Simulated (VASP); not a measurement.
Energy against volume of BP (zinc blende). Level of theory: optB86b-vdW, VASP's PBE PAW potentials (set 64) (plane waves; VASP 6.6.1). Settings: 520 eV cut-off, 10×10×10 Γ-centred mesh, Gaussian smearing of 0.050 eV, potentials B P.

```tsv
V (Å³/atom)	E (eV/atom)
11.365	-5.54348
11.717	-5.54928
12.068	-5.54431
12.420	-5.52998
```

Problem. Fit these four points and predict the energy of the run at 11.014 Å³/atom.

Solution. A cubic in V^(−2/3), the third-order Birch-Murnaghan form, passes through the four points with V0 = 11.72 Å³/atom and B0 = 163 GPa, and gives -5.5253 eV/atom there. The run gave -5.5252 eV/atom, +0.1 meV/atom from the fit; all five points give B0 = 163 GPa.

The compound is BP in the zinc blende structure. It was relaxed first.
